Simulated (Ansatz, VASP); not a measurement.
# TiW2: VASP beside Ansatz

```
CELL_PARAMETERS angstrom
2.79660 0.00000 0.00000
-1.39830 2.42193 0.00000
0.00000 0.00000 14.75026
ATOMIC_POSITIONS crystal
Ti 0.33333 0.66667 0.75000
Ti 0.66667 0.33333 0.25000
W 0.33333 0.66667 0.08308
W 0.33333 0.66667 0.41692
W 0.66667 0.33333 0.91692
W 0.66667 0.33333 0.58308
```

Alike in both runs: functional PBE; k mesh 6 × 6 × 2; occupations gaussian, width 0.1 eV; no spin polarisation.

Ansatz relaxed the structure, and its values are those at the end. VASP's run is a single point on that final structure, the one shown.

|  | VASP | Ansatz |
| --- | --- | --- |
| version | VASP 6.6.1 | Ansatz 0.2.0 |
| potentials or method | VASP PAW PBE potentials, release 64 (Ti_sv, W_sv) | scalar-relativistic, plane waves, PAW |
| plane-wave cutoff (eV) | 520 | 420 |
| valence electrons in the cell | 80 | 80 |

```tsv
	VASP	Ansatz	Ansatz less VASP
gap on the k mesh at the Fermi level (eV)	none	none	-
pressure (GPa)	-0.1	-0.3	-0.15
rms of the force components (eV/Å)	0.006	0.002	-0.0038
```

A gap of «none» marks a metal or a gap that the smearing closes.

Caveats: the k mesh is coarse (spacing up to 0.43 Å⁻¹), so the values aren't converged. Spin-orbit coupling is left out, which matters for the levels of W.
